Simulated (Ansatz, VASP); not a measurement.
**MgPtCl4 in VASP and in Ansatz**

```xyz
6
Lattice="0.0000 4.1268 4.1268 4.1268 0.0000 4.1268 4.1268 4.1268 0.0000" Properties=species:S:1:pos:R:3 pbc="T T T"
Mg    0.0000    0.0000    0.0000
Pt    6.1902    6.1902    6.1902
Cl    3.1000    5.1536    5.1536
Cl    3.1000    3.1000    3.1000
Cl    5.1536    3.1000    5.1536
Cl    5.1536    5.1536    3.1000
```

Change from the starting cell: species swapped into the NdInPt4 type (F-43m, No. 216).

Alike in both runs: task single point; functional PBE; k mesh 4 × 4 × 4; occupations gaussian, width 0.1 eV; no spin polarisation.

```csv
,VASP,Ansatz
version,VASP 6.6.1,Ansatz 0.2.0
potentials or method,"VASP PAW PBE potentials, release 64 (Mg, Pt, Cl)","scalar-relativistic, plane waves, PAW"
plane-wave cutoff (eV),520,420
valence electrons in the cell,40,56
```

|  | VASP | Ansatz | Ansatz less VASP |
| --- | --- | --- | --- |
| gap on the k mesh at the Fermi level (eV) | none | none | - |
| pressure (GPa) | -2.4 | -2.3 | +0.11 |
| rms of the force components (eV/Å) | 0.035 | 0.035 | +0.0004 |

Atom by atom the forces differ by 0.000 eV/Å (rms over components). A gap of «none» marks a metal or a gap that the smearing closes. The two sets of potentials don't hold the same shells in valence.

Spin-orbit coupling is left out, which matters for the levels of Pt.
